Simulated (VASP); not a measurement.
## K3RbI4O12 (a cell with a defect): single point with PBE

K3RbI4O12 (a cell with a defect):

```
Rb K I O
1.0
    -6.33960   -3.66017    2.64140
     6.33960   -3.66017    2.64140
     0.00000    7.32034    2.64140
Rb K I O
1 3 4 12
Cartesian
  0.0000 0.0000 0.1368
  0.0000 -3.6627 2.6718
  -3.1720 1.8313 2.6718
  3.1720 1.8313 2.6718
  0.0000 0.0000 4.0130
  0.0000 3.6636 1.3658
  3.1728 -1.8318 1.3658
  -3.1728 -1.8318 1.3658
  1.4105 -0.8144 3.1521
  -4.9244 -0.8162 3.1611
  -1.7718 1.0230 5.7595
  -1.7554 4.6728 3.1611
  0.0000 1.6287 3.1521
  0.0000 -2.0459 5.7595
  -3.1690 -3.8566 3.1611
  3.1690 -3.8566 3.1611
  -1.4105 -0.8144 3.1521
  4.9244 -0.8162 3.1611
  1.7554 4.6728 3.1611
  1.7718 1.0230 5.7595
```

| Quantity | Value |
| --- | --- |
| Program | VASP 6.6.1 |
| Task | single point |
| Functional | PBE |
| Potentials or basis | VASP PAW PBE potentials, release 64 (Rb_sv, K_sv, I, O) |
| Cutoff | 520 eV |
| k mesh | 3 × 3 × 3 |
| Occupations | fermi-dirac, width 0.01 eV |
| Spin | no spin polarisation |
| Dipole correction | no |
| Further INCAR settings | LREAL = Auto; ALGO = Fast; EDIFF = 1e-07; NBANDS = 84 |

```
Pressure               : 0.6 GPa
Largest force          : 0.043 eV/Å
Band gap on the k mesh : 2.88 eV, direct
```

Forces in eV/Å, atoms in the order of the input:
```
Rb   0.000  0.000  0.001
K    0.000  0.000 -0.002
K    0.000  0.000 -0.002
K    0.000  0.000 -0.002
I    0.000  0.000  0.015
I    0.000  0.016 -0.008
I    0.014 -0.008 -0.008
I   -0.014 -0.008 -0.008
O   -0.029  0.017 -0.001
O   -0.024  0.012 -0.003
O   -0.037  0.021  0.010
O   -0.022  0.014 -0.003
O    0.000 -0.033 -0.001
O    0.000 -0.042  0.010
O   -0.001 -0.027 -0.003
O    0.001 -0.027 -0.003
O    0.029  0.017 -0.001
O    0.024  0.012 -0.003
O    0.022  0.014 -0.003
O    0.037  0.021  0.010
```

Stress tensor (GPa, compression positive):
```
0.36 0.00 0.00
0.00 0.36 0.00
0.00 0.00 1.03
```

Levels at points of the mesh, in eV from the valence-band top:
| k point | band 65 | band 66 | band 67 | band 68 | band 69 | band 70 | band 71 | band 72 |
| --- | --- | --- | --- | --- | --- | --- | --- | --- |
| (0.00, 0.00, 0.00) | -0.56 | -0.36 | -0.34 | -0.34 | 3.36 | 3.36 | 3.38 | 3.95 |

Wall time 13 min on 1 thread of Intel(R) Xeon(R) Platinum 8488C (Sapphire Rapids), on a shared host, peak memory 0.56 GiB.

Caveat: spin-orbit coupling is left out, which moves the levels of the heavy elements. Expect the measured gap to be larger: semilocal functionals such as PBE lack the derivative discontinuity.
